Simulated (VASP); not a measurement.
```yaml
crystal:
  lattice:
    - [4.55420, 0.00000, 0.00000]
    - [-2.27710, 3.94406, 0.00000]
    - [0.00000, 0.00000, 7.45874]
  atoms:
    - { symbol: Tb, position: [0.66667, 0.33333, 0.00000] }
    - { symbol: Tb, position: [0.33333, 0.66667, 0.50000] }
    - { symbol: As, position: [0.66667, 0.33333, 0.62520] }
    - { symbol: As, position: [0.33333, 0.66667, 0.12520] }
```

The base run (VASP): PBE GGA, plane waves, VASP's PBE PAW potentials (set 64). Settings: 400 eV cut-off, 5×5×3 Γ-centred mesh, Gaussian smearing of 0.050 eV, potentials Tb_3 As.

The 4f electrons are frozen in the core of the lanthanide potential, so 4f levels, which can set the real gap, and their magnetism are missing.

One setting is varied; ΔE counts from the base run. The base run took about 20 core-seconds. Times come from single runs on busy shared machines, so they are rough: good to a factor of about 2.

Pressures at a finite cut-off, here 400 eV, hold a Pulay part, which this task's highest cut-off puts under 0.2 GPa.

```
setting           cost over the base run  electronic steps  ΔE (meV/atom)  pressure (GPa)
----------------  ----------------------  ----------------  -------------  --------------
PREC = Low          within a factor of 2                14           -0.2            0.82
PREC = Normal       within a factor of 2                14            0.0            0.83
LASPH = .FALSE.     within a factor of 2                14            0.3            0.83
PREC = Single       within a factor of 2                14            0.0            0.83
base run                       reference                14            0.0            0.83
LREAL = Auto        within a factor of 2                14           -0.6            0.81
ADDGRID = .TRUE.    within a factor of 2                14            0.0            0.83
```

Left out are runs that failed, have no time on record or changed the cell.

The structure was generated: TbAs was put into the wurtzite type (P6_3mc), which need not be its known phase. The cell was not relaxed at this level.
